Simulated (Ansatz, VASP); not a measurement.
# Hf (Hafnium) in two plane-wave programs, part 2 of 2

Wanted: the spread between two codes on one cell, functional and k mesh. The cell is taken from a series of runs on this material, whose earlier steps may have relaxed, scaled, displaced or heated it; both programs get it as it stands.

VASP 6.6.1 and Ansatz 0.2.0.

So far: Set-up; Ansatz: zone-centre phonons, LDA; VASP: zone-centre phonons, LDA.

### 3. VASP: zone-centre phonons, LDA (continued)

Level of this step: LDA; plane waves and PAW (Hf_pv) (VASP).

Numbers of over 12 decimals in the logs are rounded to 6 here.

Parts of OUTCAR (step 3):

```text
ion  position               nearest neighbor table
   1  0.333  0.667  0.250-   2 3.05   2 3.05   2 3.05   2 3.05   2 3.05   2 3.05
   2  0.667  0.333  0.750-   1 3.05   1 3.05   1 3.05   1 3.05   1 3.05   1 3.05

  LATTYP: Found a hexagonal cell.
 ALAT       =     3.1518187773
 C/A-ratio  =     1.5558111382

 Subroutine GETGRP returns: Found 24 space group operations
 (whereof 12 operations were pure point group operations)

The static configuration has the point symmetry D_3d.
 The point group associated with its full space group is D_6h.

 Found    135 irreducible k-points:

   k-points           NKPTS =    135   k-points in BZ     NKDIM =    135   number of bands    NBANDS=     16

   dimension x,y,z NGX =    24 NGY =   24 NGZ =   36
   dimension x,y,z NGXF=    48 NGYF=   48 NGZF=   72

   ENCUT  =  500.0 eV  36.75 Ry    6.06 a.u.   5.75  5.75  8.94*2*pi/ulx,y,z

   NELECT =      20.0000    total number of electrons

 k-points in reciprocal lattice and weights: Automatic mesh
   0.00000000  0.00000000  0.00000000       0.001
   0.06666667  0.00000000  0.00000000       0.003
   0.13333333  0.00000000  0.00000000       0.003
   0.20000000  0.00000000  0.00000000       0.003
   0.26666667  0.00000000  0.00000000       0.003
   0.33333333  0.00000000  0.00000000       0.003
   0.40000000  0.00000000  0.00000000       0.003
   0.46666667 -0.00000000  0.00000000       0.003
   0.06666667  0.06666667  0.00000000       0.003
[...]
0.33333333  0.26666667  0.50000000       0.007
   0.33333333  0.33333333  0.50000000       0.001

 average (electrostatic) potential at core
       1 -37.0837       2 -37.0837

  Total       -0.5260212     -0.5260212      0.0143719      0.0000000      0.0000000      0.0000000
  in kB      -19.9775676    -19.9775676      0.5458247      0.0000000      0.0000000      0.0000000
  external PRESSURE =     -13.1364368 kB  Pullay stress =       0.0000000 kB

  energy-cutoff  :      500.00
  volume of cell :       42.19
      direct lattice vectors                 reciprocal lattice vectors
     3.151818777  0.000000000  0.000000000     0.317277125  0.183180033  0.000000000
    -1.575909389  2.729555129  0.000000000     0.000000000  0.366360067  0.000000000
     0.000000000  0.000000000  4.903634759     0.000000000  0.000000000  0.203930360

 POSITION                                       TOTAL-FORCE (eV/Angst)
 -----------------------------------------------------------------------------------
     -0.00000      1.81970      1.22591        -0.000000      0.000000      0.000000
      1.57591      0.90985      3.67773         0.000000      0.000000      0.000000
 -----------------------------------------------------------------------------------
    total drift:                               -0.000000      0.000000     -0.000000

 Eigenvectors and eigenvalues of the dynamical matrix
 ----------------------------------------------------

   1 f  =    3.509842 THz    22.052987 2PiTHz  117.075723 cm-1    14.515533 meV
             X         Y         Z           dx          dy          dz
     -0.000000  1.819703  1.225909     0.000000    0.000000   -0.707107
      1.575909  0.909852  3.677726     0.000000    0.000000    0.707107

   2 f  =    2.266012 THz    14.237773 2PiTHz   75.586024 cm-1     9.371468 meV
             X         Y         Z           dx          dy          dz
     -0.000000  1.819703  1.225909    -0.333397    0.623576   -0.000000
      1.575909  0.909852  3.677726     0.333397   -0.623576    0.000000

   3 f  =    2.266012 THz    14.237773 2PiTHz   75.586024 cm-1     9.371468 meV
             X         Y         Z           dx          dy          dz
     -0.000000  1.819703  1.225909    -0.623576   -0.333397    0.000000
      1.575909  0.909852  3.677726     0.623576    0.333397   -0.000000

   4 f  =    0.000000 THz     0.000000 2PiTHz    0.000000 cm-1     0.000000 meV
             X         Y         Z           dx          dy          dz
     -0.000000  1.819703  1.225909     0.436932   -0.369265    0.415612
      1.575909  0.909852  3.677726     0.436932   -0.369265    0.415612

   5 f/i=    0.000000 THz     0.000000 2PiTHz    0.000001 cm-1     0.000000 meV
             X         Y         Z           dx          dy          dz
     -0.000000  1.819703  1.225909     0.544600    0.177973   -0.414411
      1.575909  0.909852  3.677726     0.544600    0.177973   -0.414411

   6 f/i=    0.000000 THz     0.000000 2PiTHz    0.000002 cm-1     0.000000 meV
             X         Y         Z           dx          dy          dz
     -0.000000  1.819703  1.225909     0.111807    0.576168    0.394373
      1.575909  0.909852  3.677726     0.111807    0.576168    0.394373

 ELASTIC MODULI CONTR FROM IONIC RELAXATION (kBar)
 Direction    XX          YY          ZZ          XY          YZ          ZX
 --------------------------------------------------------------------------------
 XX        -138.0259    138.0259     -0.0000      0.0000      0.0000      0.0000
 YY         138.0259   -138.0259      0.0000      0.0000      0.0000     -0.0000
 ZZ          -0.0000      0.0000     -0.0000     -0.0000      0.0000      0.0000
 XY           0.0000      0.0000     -0.0000   -138.0259      0.0000     -0.0000
 YZ           0.0000      0.0000      0.0000      0.0000      0.0000      0.0000
 ZX           0.0000     -0.0000      0.0000     -0.0000      0.0000     -0.0000
 --------------------------------------------------------------------------------
```

Harder data sets than Hf_pv exist (the GW ones), and pressures, volumes and forces can shift noticeably with them.

### 4. Comparison

Known differences besides the potentials themselves: the two LDA forms differ slightly; the data sets hold 52 valence electrons in Ansatz (on its PAW soft_1 files) and 20 in VASP; the cutoff is 420 eV in Ansatz and 500 eV in VASP; VASP's log shows a relativistic correction to its local exchange, Ansatz's none. Total energies have different zeros and are not compared.

Both answers:

| quantity | Ansatz | VASP | difference |
| --- | --- | --- | --- |
| optical mode 1 to 2 (cm⁻¹) | 76.3 | 75.6 | +0.98 % |
| optical mode 3 (cm⁻¹) | 117.5 | 117.1 | +0.39 % |

Modes are paired by rising frequency, not by their patterns, so a pair may set unlike modes beside each other; they are those without the splitting of longitudinal modes.

### 5. What came out

```
r.m.s. difference of the optical zone-centre modes, each program's sorted by frequency (zone-centre phonons, LDA) : 0.66 cm⁻¹
difference in optical mode 1 to 2 (zone-centre phonons, LDA)                                                      : +1.0 %
```

The r.m.s. difference of the optical zone-centre modes, each program's sorted by frequency is 0.66 cm⁻¹ (zone-centre phonons, LDA). The data sets hold unlike numbers of valence electrons (52 in Ansatz and 20 in VASP), so part of the differences comes from the potentials. Among the rows given in per cent, the largest difference of the zone-centre phonons, LDA pair is in optical mode 1 to 2, +1.0 %. How closely two codes agree says nothing of how well the functional describes the real material.

[Lines on the potential files, build, host, timing and source positions are cut from VASP's logs without a mark.]

[Logs are printed without paths, hosts, clocks, repeated set-up lines and the standing remarks that a program may print on its own settings, such as how far it seeks lower states.]

[Hosts, paths, dates, database ids (printed as entryN), source tags and the programs' standing remarks are cut or masked in the printed files.]
